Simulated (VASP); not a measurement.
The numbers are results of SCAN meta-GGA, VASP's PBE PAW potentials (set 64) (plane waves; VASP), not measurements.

The input files of a VASP run:

**KPOINTS**
```
Automatic mesh
0
G
 14 14 13
0 0 0
```

### INCAR
```
SYSTEM = WC
PREC = Accurate; ENCUT = 520; LREAL = .FALSE.
LASPH = .TRUE.
EDIFF = 1E-7; NELM = 100; ALGO = Normal
LMAXMIX = 6; LMIXTAU = .TRUE.
ISMEAR = 1; SIGMA = 0.1
METAGGA = SCAN
IBRION = 2; NSW = 30; ISIF = 4
EDIFFG = -0.01
LWAVE = .FALSE.; LCHARG = .FALSE.
```

POSCAR:
```
WC
1
    1.4221227744    -2.4631889728     0.0000000000
    1.4221227744     2.4631889728     0.0000000000
    0.0000000000     0.0000000000     2.7722077695
W C
1 1
Direct
  1.0000000000   0.0000000000   0.0000000000
  0.3333330000   0.6666670000   0.5000000000
```

POTCAR, in this order: W_sv C (PBE.64 set). Program: vasp_std.

The resulting files:

OSZICAR:
```
       N       E                     dE             d eps       ncg     rms          rms(c)
DAV:   1     0.509091787308E+02    0.50909E+02   -0.10074E+04  4384   0.159E+03
DAV:   2    -0.833595241955E+02   -0.13427E+03   -0.13061E+03  5043   0.391E+02
DAV:   3    -0.870729554282E+02   -0.37134E+01   -0.36882E+01  5264   0.610E+01
DAV:   4    -0.871039049158E+02   -0.30949E-01   -0.30937E-01  4818   0.592E+00
DAV:   5    -0.871041389726E+02   -0.23406E-03   -0.23405E-03  5163   0.529E-01    0.402E+01
DAV:   6    -0.797434782300E+02    0.73607E+01   -0.90326E+00  4928   0.383E+01    0.869E+00
DAV:   7    -0.798626073146E+02   -0.11913E+00   -0.55845E-01  4553   0.937E+00    0.642E+00
DAV:   8    -0.794331523886E+02    0.42945E+00   -0.33324E-01  4443   0.774E+00    0.220E+00
DAV:   9    -0.797932165817E+02   -0.36006E+00   -0.33407E-01  4373   0.747E+00    0.699E-01
DAV:  10    -0.798087140928E+02   -0.15498E-01   -0.27454E-02  4438   0.214E+00    0.425E-01
DAV:  11    -0.798053870388E+02    0.33271E-02   -0.90150E-03  4976   0.100E+00    0.468E-01
DAV:  12    -0.798094937780E+02   -0.41067E-02   -0.63135E-03  4368   0.110E+00    0.311E-01
DAV:  13    -0.798100075483E+02   -0.51377E-03   -0.25378E-03  4388   0.623E-01    0.166E-01
DAV:  14    -0.798103171300E+02   -0.30958E-03   -0.99937E-04  4368   0.406E-01    0.890E-02
DAV:  15    -0.798102959490E+02    0.21181E-04   -0.31120E-04  4506   0.223E-01    0.303E-02
DAV:  16    -0.798103923900E+02   -0.96441E-04   -0.51519E-05  4383   0.980E-02    0.650E-03
DAV:  17    -0.798103768678E+02    0.15522E-04   -0.76356E-06  4623   0.316E-02    0.101E-02
DAV:  18    -0.798103883981E+02   -0.11530E-04   -0.69072E-06  4368   0.381E-02    0.425E-03
DAV:  19    -0.798103866711E+02    0.17270E-05   -0.14963E-06  4503   0.138E-02    0.113E-03
DAV:  20    -0.798103858097E+02    0.86136E-06   -0.15237E-07  3271   0.554E-03    0.617E-04
DAV:  21    -0.798103844681E+02    0.13416E-05   -0.51924E-08  2189   0.318E-03    0.559E-04
DAV:  22    -0.798103847860E+02   -0.31794E-06   -0.90895E-09  2184   0.128E-03    0.210E-04
DAV:  23    -0.798103848030E+02   -0.16955E-07   -0.13736E-09  2184   0.506E-04
   1 F= -.79810385E+02 E0= -.79810351E+02  d E =-.798104E+02
       N       E                     dE             d eps       ncg     rms          rms(c)
DAV:   1    -0.798287636483E+02   -0.18379E-01   -0.80138E-01  4383   0.110E+01    0.738E-01
DAV:   2    -0.798138425630E+02    0.14921E-01   -0.36902E-02  4583   0.213E+00    0.402E-01
DAV:   3    -0.798087901649E+02    0.50524E-02   -0.17566E-02  4553   0.160E+00    0.145E-01
DAV:   4    -0.798085653799E+02    0.22479E-03   -0.22029E-03  4583   0.534E-01    0.651E-02
DAV:   5    -0.798084090138E+02    0.15637E-03   -0.90187E-04  4368   0.401E-01    0.331E-02
DAV:   6    -0.798085450516E+02   -0.13604E-03   -0.40458E-04  4368   0.290E-01    0.950E-03
DAV:   7    -0.798085172416E+02    0.27810E-04   -0.85536E-05  4458   0.136E-01    0.611E-03
DAV:   8    -0.798085207649E+02   -0.35234E-05   -0.15909E-05  4408   0.558E-02    0.894E-04
DAV:   9    -0.798085253800E+02   -0.46151E-05   -0.26918E-06  4553   0.215E-02    0.777E-04
DAV:  10    -0.798085242080E+02    0.11720E-05   -0.29284E-07  4428   0.740E-03    0.433E-04
DAV:  11    -0.798085244444E+02   -0.23643E-06   -0.12941E-07  3013   0.528E-03    0.184E-04
DAV:  12    -0.798085235127E+02    0.93168E-06   -0.18267E-08  2199   0.214E-03    0.378E-05
DAV:  13    -0.798085234735E+02    0.39236E-07   -0.29290E-09  2184   0.886E-04
   2 F= -.79808523E+02 E0= -.79808485E+02  d E =0.186133E-02
       N       E                     dE             d eps       ncg     rms          rms(c)
DAV:   1    -0.798191508426E+02   -0.10627E-01   -0.29893E-01  4383   0.674E+00    0.453E-01
DAV:   2    -0.798135181324E+02    0.56327E-02   -0.13704E-02  4593   0.128E+00    0.245E-01
DAV:   3    -0.798118673247E+02    0.16508E-02   -0.63115E-03  4538   0.963E-01    0.939E-02
DAV:   4    -0.798116434421E+02    0.22388E-03   -0.78309E-04  4583   0.322E-01    0.456E-02
DAV:   5    -0.798117387408E+02   -0.95299E-04   -0.39339E-04  4368   0.272E-01    0.203E-02
DAV:   6    -0.798116825948E+02    0.56146E-04   -0.16843E-04  4368   0.188E-01    0.616E-03
DAV:   7    -0.798116921186E+02   -0.95239E-05   -0.32265E-05  4468   0.830E-02    0.429E-03
DAV:   8    -0.798116846700E+02    0.74486E-05   -0.76274E-06  4398   0.389E-02    0.587E-04
DAV:   9    -0.798116818195E+02    0.28505E-05   -0.94458E-07  4593   0.126E-02    0.553E-04
DAV:  10    -0.798116829904E+02   -0.11708E-05   -0.10753E-07  2760   0.439E-03    0.311E-04
DAV:  11    -0.798116828143E+02    0.17605E-06   -0.47151E-08  2189   0.304E-03    0.140E-04
DAV:  12    -0.798116831943E+02   -0.37998E-06   -0.68672E-09  2184   0.136E-03    0.325E-05
DAV:  13    -0.798116832254E+02   -0.31095E-07   -0.14551E-09  2184   0.640E-04
   3 F= -.79811683E+02 E0= -.79811641E+02  d E =-.129842E-02
```

File OUTCAR:
```
------------------------ aborting loop because EDIFF is reached ----------------------------------------
  FORCE on cell =-STRESS in cart. coord.  units (eV):
  Direction    XX          YY          ZZ          XY          YZ          ZX
  --------------------------------------------------------------------------------------
  Total        3.5603657      3.5603659      3.5682223      0.0000000      0.0000000      0.0000000
  in kB      293.7072020    293.7072205    294.3553238      0.0000000      0.0000000      0.0000000
  external PRESSURE =     293.9232488 kB  Pullay stress =       0.0000000 kB
  volume of cell :       19.42
      direct lattice vectors                 reciprocal lattice vectors
     1.419257676 -2.458226482  0.000000000     0.352296844 -0.203398671  0.000000000
     1.419257676  2.458226482  0.000000000     0.352296844  0.203398671  0.000000000
     0.000000000  0.000000000  2.783411740     0.000000000  0.000000000  0.359271316
 POSITION                                       TOTAL-FORCE (eV/Angst)
 -----------------------------------------------------------------------------------
      0.00000     -0.00000      0.00000        -0.000000     -0.000000      0.000000
      1.41926      0.81941      1.39171         0.000000      0.000000      0.000000
 -----------------------------------------------------------------------------------
    total drift:                                0.000000     -0.000366      0.000000
  FREE ENERGIE OF THE ION-ELECTRON SYSTEM (eV)
  ---------------------------------------------------
  free  energy   TOTEN  =       -79.8116832254 eV

  energy  without entropy=      -79.8115565367  energy(sigma->0) =      -79.81164100

 reached required accuracy - stopping structural energy minimisation
```
(Selected blocks of OUTCAR.)

**CONTCAR**
```
WC
   1.00000000000000
     1.4192576761855498   -2.4582264815954309    0.0000000000000000
     1.4192576761855498    2.4582264815954309    0.0000000000000000
     0.0000000000000000    0.0000000000000000    2.7834117403980549
  W               C
     1     1
Direct
     0.0000000000000000    0.0000000000000000    0.0000000000000000
     0.3333330000000032    0.6666669999999968    0.5000000000000000
```

The compound is WC in the wc structure. This cell is one point of a volume scan, at 0.94 of the reference volume. Symmetry was kept, so distortions that lower it aren't found.
